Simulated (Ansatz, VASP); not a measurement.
**Si2BiTe2: VASP beside Ansatz**

```
CELL_PARAMETERS angstrom
4.68268 0.00000 0.00000
-2.34134 4.05532 0.00000
0.00000 0.00000 7.90988
ATOMIC_POSITIONS crystal
Si 0.66667 0.33333 0.37033
Si 0.33333 0.66667 0.62967
Bi 0.00000 0.00000 0.00000
Te 0.66667 0.33333 0.74603
Te 0.33333 0.66667 0.25397
```

Change from the starting cell: species swapped into the YbAl2Ge2 type (P-3m1, No. 164).

Alike in both runs: task single point; functional PBE; k mesh 6 × 6 × 2; occupations gaussian, width 0.1 eV; no spin polarisation.

|  | VASP | Ansatz |
| --- | --- | --- |
| version | VASP 6.6.1 | Ansatz 0.2.0 |
| potentials or method | VASP PAW PBE potentials, release 64 (Si, Bi_d, Te) | scalar-relativistic, plane waves, PAW |
| plane-wave cutoff (eV) | 520 | 420 |
| valence electrons in the cell | 35 | 55 |

Ansatz gave:

| Property | Result |
| --- | --- |
| gap on the k mesh at the Fermi level (eV) | none |
| pressure (GPa) | -0.2 |
| largest component of the traceless stress (GPa) | 1.18 |
| rms of the force components (eV/Å) | 0.190 |

Task: Estimate VASP's values.

Result: gap on the k mesh at the Fermi level (eV): none; pressure (GPa): -0.2; largest component of the traceless stress (GPa): 1.19; rms of the force components (eV/Å): 0.191.

Atom by atom the forces differ by 0.001 eV/Å (rms over components). A gap of «none» marks a metal or a gap that the smearing closes. The functional is the same, so the differences come from potentials, cutoffs and numerics. The two sets of potentials don't hold the same shells in valence.

Caveats: the k mesh is coarse (spacing up to 0.40 Å⁻¹), so the values aren't converged; spin-orbit coupling is left out, which moves the levels of the heavy elements.
